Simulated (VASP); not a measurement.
Output of a VASP run:

**OUTCAR**
```
 ion  position               nearest neighbor table
   1  0.333  0.667  0.250-   4 2.42   5 2.42   4 2.42   5 2.42   4 2.42   5 2.42
   2  0.667  0.333  0.750-   3 2.42   6 2.42   3 2.42   6 2.42   3 2.42   6 2.42
   3  0.333  0.667  0.863-   2 2.42   2 2.42   2 2.42
   4  0.667  0.333  0.363-   1 2.42   1 2.42   1 2.42
   5  0.667  0.333  0.137-   1 2.42   1 2.42   1 2.42
   6  0.333  0.667  0.637-   2 2.42   2 2.42   2 2.42
  LATTYP: Found a hexagonal cell.
 ALAT       =     3.1890964814
 C/A-ratio  =     4.3461670279
 Subroutine PRICEL returns:
 Original cell was already a primitive cell.
 Subroutine GETGRP returns: Found 24 space group operations
The static configuration has the point symmetry D_3d.
 The point group associated with its full space group is D_6h.
The dynamic configuration has the point symmetry D_3d.
 Subroutine INISYM returns: Found 24 space group operations
 Subroutine IBZKPT returns following result:
 Found     48 irreducible k-points:

 Following reciprocal coordinates:
            Coordinates               Weight
  0.000000  0.000000  0.000000      1.000000
  0.071429  0.000000  0.000000      6.000000
  0.142857  0.000000  0.000000      6.000000
  0.214286  0.000000  0.000000      6.000000
  0.285714  0.000000  0.000000      6.000000
  0.357143  0.000000  0.000000      6.000000
  0.428571  0.000000  0.000000      6.000000
  0.500000  0.000000  0.000000      3.000000
  0.071429  0.071429  0.000000      6.000000
  0.142857  0.071429  0.000000     12.000000
  0.214286  0.071429  0.000000     12.000000
  0.285714  0.071429  0.000000     12.000000
  0.357143  0.071429  0.000000     12.000000
  0.428571  0.071429  0.000000     12.000000
  0.142857  0.142857  0.000000      6.000000
  0.214286  0.142857  0.000000     12.000000
  0.285714  0.142857  0.000000     12.000000
  0.357143  0.142857  0.000000     12.000000
  0.428571  0.142857  0.000000      6.000000
  0.214286  0.214286  0.000000      6.000000
  0.285714  0.214286  0.000000     12.000000
  0.357143  0.214286  0.000000     12.000000
  0.285714  0.285714  0.000000      6.000000
  0.357143  0.285714  0.000000      6.000000
  0.000000  0.000000  0.333333      2.000000
  0.071429  0.000000  0.333333     12.000000
  0.142857  0.000000  0.333333     12.000000
  0.214286  0.000000  0.333333     12.000000
  0.285714  0.000000  0.333333     12.000000
  0.357143  0.000000  0.333333     12.000000
  0.428571  0.000000  0.333333     12.000000
  0.500000  0.000000  0.333333      6.000000
  0.071429  0.071429  0.333333     12.000000
  0.142857  0.071429  0.333333     24.000000
  0.214286  0.071429  0.333333     24.000000
  0.285714  0.071429  0.333333     24.000000
  0.357143  0.071429  0.333333     24.000000
  0.428571  0.071429  0.333333     24.000000
  0.142857  0.142857  0.333333     12.000000
  0.214286  0.142857  0.333333     24.000000
   k-points           NKPTS =     48   k-points in BZ     NKDIM =     48   number of bands    NBANDS=     93
   number of dos      NEDOS =   1001   number of ions     NIONS =      6
   total plane-waves  NPLWV =  51840
   dimension x,y,z NGX =    24 NGY =   24 NGZ =   90
   dimension x,y,z NGXF=    48 NGYF=   48 NGZF=  180
   ions per type =               2   4
   PREC   = accura    normal or accurate (medium, high low for compatibility)
   ISTART =      0    job   : 0-new  1-cont  2-samecut
   ICHARG =      2    charge: 1-file 2-atom 10-const
   ISPIN  =      1    spin polarized calculation?
   LNONCOLLINEAR =      F non collinear calculations
   LSORBIT =      F    spin-orbit coupling
   INIWAV =      1    electr: 0-lowe 1-rand  2-diag
   ENCUT  =  400.0 eV  29.40 Ry    5.42 a.u.   5.20  5.20 22.60*2*pi/ulx,y,z
   NELM   =    100;   NELMIN=  2; NELMDL= -5     # of ELM steps
   EDIFF  = 0.1E-06   stopping-criterion for ELM
   LREAL  =      F    real-space projection
   NLSPLINE    = F    spline interpolate recip. space projectors
...
```

File OSZICAR:
```
       N       E                     dE             d eps       ncg     rms          rms(c)
DAV:   1     0.469631205675E+03    0.46963E+03   -0.17947E+04  9176   0.451E+02
DAV:   2    -0.180076845208E+02   -0.48764E+03   -0.46009E+03  9976   0.174E+02
DAV:   3    -0.498036397042E+02   -0.31796E+02   -0.30976E+02 10561   0.488E+01
DAV:   4    -0.501734150336E+02   -0.36978E+00   -0.36948E+00 10240   0.510E+00
DAV:   5    -0.501772346151E+02   -0.38196E-02   -0.38193E-02 10512   0.529E-01    0.368E+01
DAV:   6    -0.477520296634E+02    0.24252E+01   -0.14447E+00 10494   0.743E+00    0.156E+01
DAV:   7    -0.475224322310E+02    0.22960E+00   -0.49497E-01  9674   0.314E+00    0.743E+00
DAV:   8    -0.473651330705E+02    0.15730E+00   -0.20470E-01  9808   0.205E+00    0.145E+00
DAV:   9    -0.473566531598E+02    0.84799E-02   -0.35195E-02 10046   0.652E-01    0.405E-01
DAV:  10    -0.473569526768E+02   -0.29952E-03   -0.17299E-03 10224   0.102E-01    0.258E-01
DAV:  11    -0.473568657589E+02    0.86918E-04   -0.12516E-04 10326   0.437E-02    0.148E-01
DAV:  12    -0.473569729431E+02   -0.10718E-03   -0.10774E-04  9608   0.285E-02    0.483E-02
DAV:  13    -0.473569658324E+02    0.71107E-05   -0.12796E-05 10488   0.144E-02    0.150E-02
DAV:  14    -0.473569686902E+02   -0.28578E-05   -0.59566E-06  9694   0.532E-03    0.378E-03
DAV:  15    -0.473569687732E+02   -0.83002E-07   -0.99998E-08  9872   0.110E-03
   1 F= -.47356969E+02 E0= -.47356969E+02  d E =-.711985E-83
 imaginary and real dielectric function
```

### OUTCAR
```
------------------------ aborting loop because EDIFF is reached ----------------------------------------
  FORCE on cell =-STRESS in cart. coord.  units (eV):
  Direction    XX          YY          ZZ          XY          YZ          ZX
  --------------------------------------------------------------------------------------
  Total       -0.0928421     -0.0928421      0.0565877     -0.0000000      0.0000000     -0.0000000
  in kB       -1.2184717     -1.2184716      0.7426640     -0.0000000      0.0000000     -0.0000000
  external PRESSURE =      -0.5647598 kB  Pullay stress =       0.0000000 kB
  volume of cell :      122.08
      direct lattice vectors                 reciprocal lattice vectors
     1.594548250 -2.761838562  0.000000000     0.313568435 -0.181038822  0.000000000
     1.594548250  2.761838562  0.000000000     0.313568435  0.181038822  0.000000000
     0.000000000  0.000000000 13.860345976     0.000000000  0.000000000  0.072148271
 POSITION                                       TOTAL-FORCE (eV/Angst)
 -----------------------------------------------------------------------------------
      1.59455      0.92061      3.46509         0.000000     -0.000000      0.000000
      1.59455     -0.92061     10.39526        -0.000000      0.000000      0.000000
      1.59455      0.92061     11.96631        -0.000000      0.000000     -0.014540
      1.59455     -0.92061      5.03613         0.000000     -0.000000     -0.014540
      1.59455     -0.92061      1.89404        -0.000000     -0.000000      0.014540
      1.59455      0.92061      8.82421         0.000000      0.000000      0.014540
 -----------------------------------------------------------------------------------
    total drift:                                0.000000      0.001206     -0.000034
  FREE ENERGIE OF THE ION-ELECTRON SYSTEM (eV)
  ---------------------------------------------------
  free  energy   TOTEN  =       -47.3569687732 eV

  energy  without entropy=      -47.3569687732  energy(sigma->0) =      -47.35696877

 plasma frequency squared (from intraband transitions) (eV^2)
  --------------------------------------------------------------------------------------
       0.000       0.000       0.000
       0.000       0.000       0.000
       0.000       0.000       0.000

 plasma frequency squared (from interband transitions, int dw w eps(2)(w)) (eV^2)
  --------------------------------------------------------------------------------------
     508.586       0.000       0.000       0.000       0.000       0.000
       0.000      -0.000     508.586       0.000      -0.000      -0.000
       0.000      -0.000      -0.000       0.000     511.353       0.000
```
(Selected blocks of OUTCAR.)

### POSCAR
```
WS2
1
    1.5945482505    -2.7618385623     0.0000000000
    1.5945482505     2.7618385623     0.0000000000
    0.0000000000     0.0000000000    13.8603459760
W S
2 4
Direct
  0.3333330000   0.6666670000   0.2500000000
  0.6666670000   0.3333330000   0.7500000000
  0.3333330000   0.6666670000   0.8633483013
  0.6666670000   0.3333330000   0.3633483013
  0.6666670000   0.3333330000   0.1366516987
  0.3333330000   0.6666670000   0.6366516987
```

Q: Write an INCAR and KPOINTS that could have produced this output.

A: This is not unique; one that fits is the input of the run itself, PBE GGA, plane waves, VASP's PBE PAW potentials (set 64).

**KPOINTS**
```
kpoints
0
Gamma
  14 14 3
```

### INCAR
```
NEDOS  =  1001   # DOS grid
ALGO  =  Normal   # blocked Davidson
LASPH  =  T   # aspherical one-centre terms
LOPTICS  =  T
GGA  =  PE   # PBE
PREC  =  Accurate
NBANDS  =  93
SIGMA  =  0.01   # width (eV)
LCHARG  =  F
EDIFF  =  1E-7
CSHIFT  =  0.1
NELM  =  100
LREAL  =  F
ISMEAR  =  0
LWAVE  =  F
SYSTEM  =  WS2
ENCUT  =  400   # plane-wave cut-off (eV)
LMAXMIX  =  6   # l cut-off of mixed one-centre charges
```

POTCAR, in this order: W_sv S (PBE.64 set). Program: vasp_std.

The dielectric response may not be converged in the k-mesh; for small gaps it tends to come out too large. Without a dispersion term in the relaxation, distances and binding between the weakly bound layers, chains or molecules are unreliable, and so is what depends on them.

The compound is WS2 in the 2H layered structure. It was relaxed first, which changed the volume by +15 %.
